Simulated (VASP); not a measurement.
A run of VASP 6.6.1:

File INCAR:

```
SYSTEM = GdZn
ALGO = Normal
EDIFF = 1E-7
ENCUT = 520
GGA = PS
ISIF = 2
ISMEAR = -1
ISPIN = 2
LASPH = .TRUE.
LCHARG = .FALSE.
LDAU = .TRUE.
LDAUJ = 0 0
LDAUL = 3 -1
LDAUPRINT = 1
LDAUTYPE = 2
LDAUU = 6 0
LEFG = .TRUE.
LMAXMIX = 6
LORBIT = 11
LREAL = .FALSE.
LWAVE = .FALSE.
MAGMOM = 7 0
NELM = 100
PREC = Accurate
SIGMA = 0.05
```

Contents of KPOINTS:

```
k-points
0
G
  9 9 9
  0 0 0
```

POSCAR

```
GdZn
1.0
    3.6180000000      0.0000000000      0.0000000000
    0.0000000000      3.6180000000      0.0000000000
    0.0000000000      0.0000000000      3.6180000000
Gd Zn
1 1
Direct
    0.0000000000      0.0000000000      0.0000000000
    0.5000000000      0.5000000000      0.5000000000
```

Potentials or basis: VASP PAW PBE potentials, release 64 (Gd, Zn).

Command:

```bash
$ cat potpaw_PBE.64/Gd/POTCAR potpaw_PBE.64/Zn/POTCAR > POTCAR
$ mpirun -np 1 vasp_std > vasp.out
```

Hardware: 1 thread of Intel(R) Xeon(R) Platinum 8488C (Sapphire Rapids) (shared host).

Problem. How long does it take, and how much memory?

Solution. Run time: 72 s on 1 thread of Intel(R) Xeon(R) Platinum 8488C (Sapphire Rapids) (shared host), peak memory 0.22 GiB. Counts: scf iterations 17, k points 35.
